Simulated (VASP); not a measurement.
Level of theory: PBE GGA, VASP's PBE PAW potentials (set 64) (plane waves; VASP).

VASP input:

INCAR:
```
SYSTEM = PbTe
PREC = Accurate; ENCUT = 750; LREAL = .FALSE.
LASPH = .TRUE.
EDIFF = 1E-6; NELM = 100; ALGO = Normal
LMAXMIX = 4
ISMEAR = 0; SIGMA = 0.05
GGA = PE
ISIF = 2
LWAVE = .FALSE.; LCHARG = .FALSE.
```

**POSCAR**
```
PbTe
1.0
  0.0000000000   3.2946000000   3.2946000000
  3.2946000000   0.0000000000   3.2946000000
  3.2946000000   3.2946000000   0.0000000000
Te Pb
1 1
Direct
  0.5000000000   0.5000000000   0.5000000000
  0.0000000000   0.0000000000   0.0000000000
```

KPOINTS:
```
kpoints
0
gamma
 6 6 6
0 0 0
```

POTCAR, in this order: Te Pb_d (PBE.64 set). Program: vasp_std.

Output of the run:

File OSZICAR:
```
       N       E                     dE             d eps       ncg     rms          rms(c)
DAV:   1     0.169304390623E+03    0.16930E+03   -0.11283E+04   448   0.181E+03
DAV:   2     0.520950349140E+01   -0.16409E+03   -0.16023E+03   460   0.388E+02
DAV:   3    -0.734703749963E+01   -0.12557E+02   -0.12500E+02   622   0.110E+02
DAV:   4    -0.766121114137E+01   -0.31417E+00   -0.31403E+00   512   0.196E+01
DAV:   5    -0.767303548425E+01   -0.11824E-01   -0.11824E-01   654   0.351E+00    0.297E+00
DAV:   6    -0.752465769776E+01    0.14838E+00   -0.36348E-01   564   0.468E+00    0.181E+00
DAV:   7    -0.752101577186E+01    0.36419E-02   -0.99211E-02   548   0.170E+00    0.910E-01
DAV:   8    -0.752317487562E+01   -0.21591E-02   -0.10618E-02   472   0.122E+00    0.135E-01
DAV:   9    -0.752311339659E+01    0.61479E-04   -0.12595E-03   654   0.382E-01    0.496E-02
DAV:  10    -0.752317175670E+01   -0.58360E-04   -0.14282E-04   454   0.872E-02    0.261E-02
DAV:  11    -0.752318200761E+01   -0.10251E-04   -0.27262E-05   524   0.394E-02    0.666E-03
DAV:  12    -0.752318235226E+01   -0.34466E-06   -0.21515E-06   536   0.169E-02
   1 F= -.75231824E+01 E0= -.75231824E+01  d E =-.142109E-12
```

OUTCAR:
```
------------------------ aborting loop because EDIFF is reached ----------------------------------------
  FORCE on cell =-STRESS in cart. coord.  units (eV):
  Direction    XX          YY          ZZ          XY          YZ          ZX
  --------------------------------------------------------------------------------------
  Total       -0.1611899     -0.1611899     -0.1611899      0.0000000      0.0000000      0.0000000
  in kB       -3.6108578     -3.6108578     -3.6108578      0.0000000      0.0000000      0.0000000
  external PRESSURE =      -3.6108578 kB  Pullay stress =       0.0000000 kB
  volume of cell :       71.52
      direct lattice vectors                 reciprocal lattice vectors
     0.000000000  3.294600000  3.294600000    -0.151763492  0.151763492  0.151763492
     3.294600000  0.000000000  3.294600000     0.151763492 -0.151763492  0.151763492
     3.294600000  3.294600000  0.000000000     0.151763492  0.151763492 -0.151763492
  FREE ENERGIE OF THE ION-ELECTRON SYSTEM (eV)
  ---------------------------------------------------
  free  energy   TOTEN  =        -7.5231823523 eV

  energy  without entropy=       -7.5231823523  energy(sigma->0) =       -7.52318235
```
(Selected blocks of OUTCAR.)

The compound is PbTe in the rock salt structure. The cell was not relaxed at this level. The run is one of a series of settings (ENCUT = 750 against the base run), some of them coarse on purpose.
